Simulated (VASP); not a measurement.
Input for VASP

**POSCAR**
```
BeSe
1.0
  0.0000000000   2.6084735330   2.6084735330
  2.6084735330   0.0000000000   2.6084735330
  2.6084735330   2.6084735330   0.0000000000
Be Se
1 1
Cartesian
  0.0000000000   0.0000000000   0.0000000000
  1.3042367665   1.3042367665   1.3042367665
```

### KPOINTS
```
Automatic mesh
0
G
  8 8 8
0 0 0
```

INCAR:
```
SYSTEM = BeSe
PREC = Accurate
ENCUT = 520
EDIFF = 1E-6
NELM = 100
ALGO = Normal
LREAL = .FALSE.
LASPH = .TRUE.
ISMEAR = 0
SIGMA = 0.05
GGA = RE
LMAXMIX = 4
LWAVE = .FALSE.
LCHARG = .FALSE.
IBRION = 2
ISIF = 3
NSW = 60
EDIFFG = -0.01
```

POTCAR, in this order: Be Se (PBE.64 set). Program: vasp_std.

**Question.** Translate this revPBE calculation to Quantum ESPRESSO's pw.x.

**Answer.** One equivalent input (not run):
```
&CONTROL
  calculation = 'vc-relax'
  pseudo_dir = './pseudo'
  outdir = './out'
  tprnfor = .true.
  tstress = .true.
  nstep = 60
  forc_conv_thr = 0.00039
/
&SYSTEM
  ibrav = 0
  nat = 2
  ntyp = 2
  ecutwfc = 88
  occupations = 'smearing'
  smearing = 'gaussian'
  degauss = 0.003675
  input_dft = 'revpbe'
/
&ELECTRONS
  conv_thr = 7.3e-08
  electron_maxstep = 100
/
&IONS
/
&CELL
/
ATOMIC_SPECIES
  Be 9.012 Be.upf
  Se 78.971 Se.upf
CELL_PARAMETERS angstrom
     0.0000000    2.6084735    2.6084735
     2.6084735    0.0000000    2.6084735
     2.6084735    2.6084735    0.0000000
ATOMIC_POSITIONS crystal
  Be   0.0000000  0.0000000  0.0000000
  Se   0.2500000  0.2500000  0.2500000
K_POINTS automatic
  8 8 8 0 0 0
```
What does not carry over: the potentials are each code's own (VASP's PAW set, PseudoDojo norm-conserving files in pw.x), so ENCUT and ecutwfc are chosen apart and not converted; conv_thr bounds pw.x's estimated SCF error, while EDIFF bounds the energy change between steps; forc_conv_thr acts on force components and is met together with etot_conv_thr.

The compound is BeSe in the zinc blende structure. It was relaxed first. The start is the result of an earlier pass.
